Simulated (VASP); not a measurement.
# Re (Rhenium): convergence with the precision settings and SCF threshold

A convergence test on Re (Rhenium): the precision settings and SCF threshold. The series runs use LDA. The precision settings tried: PREC = Low; PREC = Medium; PREC = Normal; PREC = Single; PREC = Accurate; LREAL = Auto; ADDGRID = .TRUE.; LASPH = .TRUE.. The SCF threshold tried: EDIFF = 0.01; EDIFF = 0.001; EDIFF = 1E-04; EDIFF = 1E-05; EDIFF = 1E-06; EDIFF = 1E-08. The atoms of the start are displaced at random from the sites of a P6_3/mmc cell.

Main program and level: VASP 6.6.1; LDA; plane waves and PAW (Re).

### Step 1. Starting point

It takes space group P-1 (No. 2, triclinic). Conventional cell: a = 2.761 Å, b = 2.761 Å, c = 4.458 Å, α = 90.00°, β = 90.00°, γ = 120.00°. Re has 12 Re at 2.64 to 2.84 Å nearest.

As a file:

```xyz
2
Lattice="2.7608 0.0000 0.0000 -1.3804 2.3909 0.0000 0.0000 0.0000 4.4582" Properties=species:S:1:pos:R:3 pbc="T T T"
Re    0.0201    1.5520    1.1773
Re    1.3722    0.7944    3.3173
```

### Step 2. Precision settings: PREC = Low

PREC sets the FFT grids, and LREAL, ADDGRID and LASPH trade speed for accuracy. LDA, the lowest rung, knows the local density alone.

Input file INCAR:

```
SYSTEM = Re
PREC = Low
ENCUT = 400
EDIFF = 1E-06
NELM = 100
ISMEAR = -1
SIGMA = 0.05
LREAL = .FALSE.
ALGO = Normal
GGA = CA
NBANDS = 13
LORBIT = 11
LWAVE = .FALSE.
LCHARG = .FALSE.
KPAR = 2
ISIF = 2
```

Input file POSCAR:

```
Re
1.0
    2.7608000000      0.0000000000      0.0000000000
   -1.3804000000      2.3909229348      0.0000000000
    0.0000000000      0.0000000000      4.4582000000
Re
2
Direct
    0.3318570000      0.6491250000      0.2640740000
    0.6631690000      0.3322740000      0.7440940000
```

Input file KPOINTS:

```
Automatic mesh
0
Gamma
9 9 5
0 0 0
```

PAW data sets: Re (PBE family, release 64).

Started as:

```sh
mpirun -np 2 vasp_std
```

Log:

```text
[banner, memory and clock lines left out]
running    2 mpi-ranks, on    1 nodes
 distrk:  each k-point on    1 cores,    2 groups
 distr:  one band on    1 cores,    1 groups

 POSCAR found type information on POSCAR Re
 POSCAR found :  1 types and       2 ions
|                                                                             |
|               ----> ADVICE to this user running VASP <----                  |
|                                                                             |
|     You enforced a specific xc type in the INCAR file but a different       |
|     [... a line on the potential file left out ...]
|     I HOPE YOU KNOW WHAT YOU ARE DOING!                                     |
|                                                                             |

 LDA part: xc-table for (Slater(with rela. corr.)+CA(PZ))
 , standard interpolation
 POSCAR, INCAR and KPOINTS ok, starting setup
 FFT: planning ... GRIDC
 FFT: planning ... GRID_SOFT
 FFT: planning ... GRID
 WAVECAR not read
 entering main loop
       N       E                     dE             d eps       ncg     rms          rms(c)
DAV:   1     0.104856150555E+02    0.10486E+02   -0.60510E+03 10538   0.119E+03
DAV:   2    -0.279858776083E+02   -0.38471E+02   -0.34007E+02  8796   0.262E+02
DAV:   3    -0.291272287160E+02   -0.11414E+01   -0.10628E+01  9059   0.496E+01
DAV:   4    -0.291440595452E+02   -0.16831E-01   -0.16564E-01  8445   0.379E+00
DAV:   5    -0.291443795447E+02   -0.32000E-03   -0.31939E-03  8915   0.779E-01    0.533E+01
DAV:   6    -0.279226484583E+02    0.12217E+01   -0.11109E+00  9025   0.297E+01    0.217E+01
DAV:   7    -0.275497782277E+02    0.37287E+00   -0.67933E-01  9306   0.225E+01    0.531E-01
DAV:   8    -0.275376577789E+02    0.12120E-01   -0.81782E-03  9213   0.946E-01    0.259E-01
DAV:   9    -0.275362184816E+02    0.14393E-02   -0.68294E-04  9369   0.260E-01    0.384E-02
DAV:  10    -0.275362300204E+02   -0.11539E-04   -0.25815E-05  8385   0.503E-02    0.225E-02
DAV:  11    -0.275362325439E+02   -0.25235E-05   -0.53068E-06  8151   0.167E-02    0.266E-03
DAV:  12    -0.275362324778E+02    0.66152E-07   -0.67352E-08  4594   0.767E-03
   1 F= -.27536232E+02 E0= -.27528444E+02  d E =-.155762E-01
```

It took 22 s on 2 MPI ranks of AMD EPYC 7R43, shared host; peak memory 0.21 GiB.

Lines that name or quote the potential files are left out of all logs, and their timing lines are given in words.

OUTCAR, selected parts (step 2):

```text
ion  position               nearest neighbor table
   1  0.332  0.649  0.264-   2 2.64   2 2.67   2 2.69   2 2.79   2 2.82   2 2.84
   2  0.663  0.332  0.744-   1 2.64   1 2.67   1 2.69   1 2.79   1 2.82   1 2.84

  LATTYP: Found a hexagonal cell.
 ALAT       =     2.7608000000
 C/A-ratio  =     1.6148217908

 Subroutine GETGRP returns: Found  2 space group operations
 (whereof  1 operations were pure point group operations)

The static configuration has the point symmetry C_1 .
 The point group associated with its full space group is S_2 .

 Found    203 irreducible k-points:

   k-points           NKPTS =    203   k-points in BZ     NKDIM =    203   number of bands    NBANDS=     13

   dimension x,y,z NGX =    14 NGY =   14 NGZ =   24
   dimension x,y,z NGXF=    14 NGYF=   14 NGZF=   24

   ENCUT  =  400.0 eV  29.40 Ry    5.42 a.u.   4.50  4.50  7.27*2*pi/ulx,y,z

   NELECT =      14.0000    total number of electrons

 k-points in reciprocal lattice and weights: Automatic mesh
   0.00000000  0.00000000  0.00000000       0.002
   0.11111111 -0.00000000  0.00000000       0.005
   0.00000000  0.11111111  0.00000000       0.005
  -0.11111111  0.11111111  0.00000000       0.005
   0.22222222 -0.00000000  0.00000000       0.005
   0.00000000  0.22222222  0.00000000       0.005
  -0.22222222  0.22222222  0.00000000       0.005
   0.33333333 -0.00000000  0.00000000       0.005
   0.00000000  0.33333333  0.00000000       0.005
[...]
0.33333333  0.33333333  0.40000000       0.005
  -0.33333333 -0.33333333  0.40000000       0.005

 average (electrostatic) potential at core
       1 -38.9142       2 -38.9143

 E-fermi :   7.5543

 k-point     1 :       0.0000    0.0000    0.0000
  band No.  band energies     occupation
    ...
      3       5.9333      2.00000
      4       5.9643      2.00000
      5       6.0154      2.00000
      6       6.7195      2.00000
      7       6.8179      2.00000
      8       7.7058      0.09205
      9       8.0094      0.00022
     10       8.4180      0.00000
     11      10.7968      0.00000
     12      11.2287      0.00000
    ...

 k-point     2 :       0.1111   -0.0000    0.0000
  band No.  band energies     occupation
    ...
      4       6.3434      2.00000
      5       6.4294      2.00000
      6       6.5939      2.00000
      7       6.8466      2.00000
      8       7.0849      1.99983
      9       7.6205      0.42046
     10       7.7898      0.01782
     11      11.2449      0.00000
     12      12.8521      0.00000
     13      17.4707      0.00000

 k-point     3 :       0.0000    0.1111    0.0000
  band No.  band energies     occupation
    ...
      5       6.3989      2.00000
      6       6.6185      2.00000
      7       6.7890      2.00000
      8       7.0509      1.99992
      9       7.5926      0.63472
     10       7.8721      0.00346
     11      11.3874      0.00000
     12      12.7262      0.00000
     13      17.4757      0.00000

  Total       -0.9611601     -1.0938107     -1.1346438     -0.0264124     -0.1744732      0.1245992
  in kB      -52.3294588    -59.5514984    -61.7746177     -1.4379988     -9.4990311      6.7836839
  external PRESSURE =     -57.8851917 kB  Pullay stress =       0.0000000 kB

  energy-cutoff  :      400.00
  volume of cell :       29.43
      direct lattice vectors                 reciprocal lattice vectors
     2.760800000  0.000000000  0.000000000     0.362213851  0.209124264  0.000000000
    -1.380400000  2.390922935  0.000000000     0.000000000  0.418248529  0.000000000
     0.000000000  0.000000000  4.458200000     0.000000000  0.000000000  0.224305774

 POSITION                                       TOTAL-FORCE (eV/Angst)
 -----------------------------------------------------------------------------------
      0.02014      1.55201      1.17729        -0.117495      0.180095     -0.403907
      1.37221      0.79444      3.31732         0.117495     -0.180095      0.403907
 -----------------------------------------------------------------------------------
    total drift:                               -0.000275      0.000096      0.000006

  FREE ENERGIE OF THE ION-ELECTRON SYSTEM (eV)
  ---------------------------------------------------
  free  energy   TOTEN  =       -27.5362324778 eV

  energy  without entropy=      -27.5206563156  energy(sigma->0) =      -27.52844440

 total charge
# of ion       s       p       d       tot
------------------------------------------
    1        0.626   0.661   4.979   6.266
    2        0.626   0.661   4.979   6.266
--------------------------------------------------
tot          1.251   1.322   9.959  12.533

[... 3 further parts left out ...]
```

The k-mesh is coarse for a metal. The PAW data sets were made with PBE, though LDA sets exist; this is a small mismatch. The data set Re keeps the semicore shell frozen, which is cheaper and a little less accurate.

This step gave:

- SCF cycles: 12
- electrons: 14
- bands: 13
- irreducible k-points: 203
- symmetry operations: 2
- free energy (TOTEN): -27.54 eV
- energy at zero smearing: -27.53 eV
- Fermi energy: 7.554 eV
- pressure: -5.789 GPa
- metallic: yes

The series starts at -13.7642 eV an atom and -5.79 GPa, after 12 cycles in 22 s.

### Step 3. Precision settings: PREC = Medium

Changes to INCAR since step 2:

```diff
@@ -1,3 +1,3 @@
 SYSTEM = Re
-PREC = Low
+PREC = Medium
 ENCUT = 400
```

POSCAR is that of step 2.

KPOINTS is that of step 2.

Started as:

```sh
mpirun -np 2 vasp_std
```

Log:

```text
[banner, memory and clock lines left out]
running    2 mpi-ranks, on    1 nodes
[...]
[... a notice as in an earlier step ...]

 LDA part: xc-table for (Slater(with rela. corr.)+CA(PZ))
 , standard interpolation
 POSCAR, INCAR and KPOINTS ok, starting setup
[...]
entering main loop
       N       E                     dE             d eps       ncg     rms          rms(c)
DAV:   1     0.104858163546E+02    0.10486E+02   -0.60510E+03 10538   0.119E+03
DAV:   2    -0.279857067398E+02   -0.38472E+02   -0.34007E+02  8796   0.262E+02
DAV:   3    -0.291270603063E+02   -0.11414E+01   -0.10628E+01  9059   0.496E+01
DAV:   4    -0.291438912213E+02   -0.16831E-01   -0.16564E-01  8445   0.379E+00
[...]
DAV:  10    -0.275360393349E+02   -0.11540E-04   -0.25814E-05  8385   0.503E-02    0.225E-02
DAV:  11    -0.275360418584E+02   -0.25236E-05   -0.53064E-06  8131   0.167E-02    0.266E-03
DAV:  12    -0.275360417929E+02    0.65549E-07   -0.67434E-08  4594   0.767E-03
   1 F= -.27536042E+02 E0= -.27528253E+02  d E =-.155772E-01
```

The job ended after 20 s (2 MPI ranks; peak memory 0.22 GiB).

From OUTCAR (step 3):

```text
  Total       -0.9651279     -1.0943184     -1.1347101     -0.0264202     -0.1742067      0.1241446
  in kB      -52.5454829    -59.5791372    -61.7782233     -1.4384212     -9.4845178      6.7589387
  external PRESSURE =     -57.9676144 kB  Pullay stress =       0.0000000 kB

 POSITION                                       TOTAL-FORCE (eV/Angst)
 -----------------------------------------------------------------------------------
      0.02014      1.55201      1.17729        -0.116446      0.179551     -0.402974
      1.37221      0.79444      3.31732         0.116446     -0.179551      0.402974
 -----------------------------------------------------------------------------------
    total drift:                                0.000024     -0.000116      0.000064

  FREE ENERGIE OF THE ION-ELECTRON SYSTEM (eV)
  ---------------------------------------------------
  free  energy   TOTEN  =       -27.5360417929 eV

  energy  without entropy=      -27.5204645485  energy(sigma->0) =      -27.52825317

[... 2 parts as in an earlier step ...]

[... 1 further part left out ...]
[key lines of the parts left out:]
E-fermi :   7.5543
```

Against the first of the series the energy moves by +0.10 meV an atom and the pressure by -0.01 GPa, after 12 cycles in 20 s.

### Step 4. Precision settings: PREC = Normal

Changes to INCAR since step 3:

```diff
@@ -1,3 +1,3 @@
 SYSTEM = Re
-PREC = Medium
+PREC = Normal
 ENCUT = 400
```

POSCAR is that of step 3.

KPOINTS is that of step 3.

Started as:

```sh
mpirun -np 2 vasp_std
```

Log:

```text
[... set-up lines as in an earlier step ...]
 entering main loop
       N       E                     dE             d eps       ncg     rms          rms(c)
DAV:   1     0.104857996788E+02    0.10486E+02   -0.60510E+03 10538   0.119E+03
DAV:   2    -0.279857147265E+02   -0.38472E+02   -0.34007E+02  8796   0.262E+02
DAV:   3    -0.291270680770E+02   -0.11414E+01   -0.10628E+01  9059   0.496E+01
DAV:   4    -0.291438987671E+02   -0.16831E-01   -0.16564E-01  8445   0.379E+00
[...]
DAV:  10    -0.275360464139E+02   -0.11540E-04   -0.25814E-05  8385   0.503E-02    0.225E-02
DAV:  11    -0.275360489387E+02   -0.25248E-05   -0.53067E-06  8146   0.167E-02    0.266E-03
DAV:  12    -0.275360488731E+02    0.65596E-07   -0.67247E-08  4594   0.767E-03
   1 F= -.27536049E+02 E0= -.27528260E+02  d E =-.155773E-01
```

Run time: 16 s. Hardware: 2 MPI ranks; peak memory 0.22 GiB.

From OUTCAR (step 4):

```text
  Total       -0.9639338     -1.0937154     -1.1344423     -0.0258133     -0.1743144      0.1242524
  in kB      -52.4804726    -59.5463078    -61.7636461     -1.4053788     -9.4903843      6.7648034
  external PRESSURE =     -57.9301422 kB  Pullay stress =       0.0000000 kB

 POSITION                                       TOTAL-FORCE (eV/Angst)
 -----------------------------------------------------------------------------------
      0.02014      1.55201      1.17729        -0.116658      0.179717     -0.402511
      1.37221      0.79444      3.31732         0.116658     -0.179717      0.402511
 -----------------------------------------------------------------------------------
    total drift:                               -0.000002     -0.000001      0.000022

  FREE ENERGIE OF THE ION-ELECTRON SYSTEM (eV)
  ---------------------------------------------------
  free  energy   TOTEN  =       -27.5360488731 eV

  energy  without entropy=      -27.5204716171  energy(sigma->0) =      -27.52826025

[... 2 parts as in an earlier step ...]

[... 1 further part left out ...]
[key lines of the parts left out:]
E-fermi :   7.5543
```

Against the first of the series the energy moves by +0.09 meV an atom while the pressure stays within 0.01 GPa, after 12 cycles in 16 s.

### Step 5. Precision settings: PREC = Single

Changes to INCAR since step 4:

```diff
@@ -1,3 +1,3 @@
 SYSTEM = Re
-PREC = Normal
+PREC = Single
 ENCUT = 400
```

POSCAR is that of step 4.

KPOINTS is that of step 4.

Started as:

```sh
mpirun -np 2 vasp_std
```

Log:

```text
[... set-up lines as in an earlier step ...]
 entering main loop
       N       E                     dE             d eps       ncg     rms          rms(c)
DAV:   1     0.104857809217E+02    0.10486E+02   -0.60510E+03 10538   0.119E+03
DAV:   2    -0.279857173823E+02   -0.38471E+02   -0.34007E+02  8796   0.262E+02
DAV:   3    -0.291270672292E+02   -0.11413E+01   -0.10628E+01  9059   0.496E+01
DAV:   4    -0.291438980480E+02   -0.16831E-01   -0.16564E-01  8445   0.379E+00
[...]
DAV:  10    -0.275360447399E+02   -0.11539E-04   -0.25812E-05  8385   0.503E-02    0.225E-02
DAV:  11    -0.275360472640E+02   -0.25241E-05   -0.53076E-06  8131   0.167E-02    0.266E-03
DAV:  12    -0.275360471978E+02    0.66242E-07   -0.67406E-08  4594   0.767E-03
   1 F= -.27536047E+02 E0= -.27528259E+02  d E =-.155772E-01
```

Run time: 24 s. Hardware: 2 MPI ranks; peak memory 0.21 GiB.

From OUTCAR (step 5):

```text
  Total       -0.9651329     -1.0943937     -1.1347761     -0.0263851     -0.1741440      0.1241852
  in kB      -52.5457538    -59.5832370    -61.7818186     -1.4365135     -9.4811046      6.7611491
  external PRESSURE =     -57.9702698 kB  Pullay stress =       0.0000000 kB

 POSITION                                       TOTAL-FORCE (eV/Angst)
 -----------------------------------------------------------------------------------
      0.02014      1.55201      1.17729        -0.116368      0.179379     -0.402925
      1.37221      0.79444      3.31732         0.116368     -0.179379      0.402925
 -----------------------------------------------------------------------------------
    total drift:                                0.000033     -0.000168      0.000083

  FREE ENERGIE OF THE ION-ELECTRON SYSTEM (eV)
  ---------------------------------------------------
  free  energy   TOTEN  =       -27.5360471978 eV

  energy  without entropy=      -27.5204699495  energy(sigma->0) =      -27.52825857

[... 2 parts as in an earlier step ...]

[... 1 further part left out ...]
[key lines of the parts left out:]
E-fermi :   7.5543
```

Against the first of the series the energy moves by +0.09 meV an atom and the pressure by -0.01 GPa, after 12 cycles in 24 s.

### Step 6. Precision settings: PREC = Accurate

Changes to INCAR since step 5:

```diff
@@ -1,3 +1,3 @@
 SYSTEM = Re
-PREC = Single
+PREC = Accurate
 ENCUT = 400
```

POSCAR is that of step 5.

KPOINTS is that of step 5.

Started as:

```sh
mpirun -np 2 vasp_std
```

Log:

```text
[... set-up lines as in an earlier step ...]
 entering main loop
       N       E                     dE             d eps       ncg     rms          rms(c)
DAV:   1     0.104857714564E+02    0.10486E+02   -0.60510E+03 10538   0.119E+03
DAV:   2    -0.279857199311E+02   -0.38471E+02   -0.34007E+02  8796   0.262E+02
DAV:   3    -0.291270695388E+02   -0.11413E+01   -0.10628E+01  9059   0.496E+01
DAV:   4    -0.291439002407E+02   -0.16831E-01   -0.16564E-01  8445   0.379E+00
[...]
DAV:  10    -0.275360480708E+02   -0.11540E-04   -0.25814E-05  8385   0.503E-02    0.225E-02
DAV:  11    -0.275360505946E+02   -0.25238E-05   -0.53068E-06  8131   0.167E-02    0.266E-03
DAV:  12    -0.275360505284E+02    0.66140E-07   -0.67355E-08  4594   0.767E-03
   1 F= -.27536051E+02 E0= -.27528262E+02  d E =-.155773E-01
```

Run time: 25 s. Hardware: 2 MPI ranks; peak memory 0.24 GiB; 48 s of CPU time.

Parts of OUTCAR (step 6):

```text
  Total       -0.9639461     -1.0936857     -1.1344081     -0.0259387     -0.1742892      0.1243103
  in kB      -52.4811401    -59.5446885    -61.7617854     -1.4122087     -9.4890104      6.7679549
  external PRESSURE =     -57.9292046 kB  Pullay stress =       0.0000000 kB

 POSITION                                       TOTAL-FORCE (eV/Angst)
 -----------------------------------------------------------------------------------
      0.02014      1.55201      1.17729        -0.116674      0.179719     -0.402476
      1.37221      0.79444      3.31732         0.116674     -0.179719      0.402476
 -----------------------------------------------------------------------------------
    total drift:                               -0.000004      0.000004      0.000003

  FREE ENERGIE OF THE ION-ELECTRON SYSTEM (eV)
  ---------------------------------------------------
  free  energy   TOTEN  =       -27.5360505284 eV

  energy  without entropy=      -27.5204732752  energy(sigma->0) =      -27.52826190

[... 2 parts as in an earlier step ...]

[... 1 further part left out ...]
[key lines of the parts left out:]
E-fermi :   7.5543
```

Against the first of the series the energy moves by +0.09 meV an atom while the pressure stays within 0.01 GPa, after 12 cycles in 25 s.

[end of part 1 of 3]

[Lines on the potential files, build, host, timing and source positions are cut from VASP's logs without a mark.]

[Logs are printed without paths, hosts, clocks, repeated set-up lines and the standing remarks that a program may print on its own settings, such as how far it seeks lower states.]

[Hosts, paths, dates, database ids (printed as entryN), source tags and the programs' standing remarks are cut or masked in the printed files.]

[A measured line is paired with the nearest computed mode of its activity, which favours agreement.]
